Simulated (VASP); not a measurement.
Energy against volume of CoAl (CsCl type). Level of theory: PBE GGA with D3 dispersion (Becke-Johnson damping), VASP's PBE PAW potentials (set 64) (plane waves; VASP). Settings: 520 eV cut-off, 13×13×13 Γ-centred mesh, first-order Methfessel-Paxton smearing of 0.10 eV, potentials Al Co.

```json
[
 {"V (Å³/atom)": "10.863", "E (eV/atom)": "-6.42951"},
 {"V (Å³/atom)": "11.199", "E (eV/atom)": "-6.43587"},
 {"V (Å³/atom)": "11.535", "E (eV/atom)": "-6.43001"},
 {"V (Å³/atom)": "11.871", "E (eV/atom)": "-6.41372"}
]
```

Task: Fit these four points and predict the energy of the run at 10.527 Å³/atom.

Result: A cubic in V^(−2/3), the third-order Birch-Murnaghan form, passes through the four points with V0 = 11.20 Å³/atom and B0 = 194 GPa, and gives -6.4088 eV/atom there. The run gave -6.4088 eV/atom, -0.0 meV/atom from the fit; all five points give B0 = 194 GPa.

The compound is CoAl in the CsCl type structure. It was relaxed first. The run is not spin-polarised, so no magnetic state was tried.
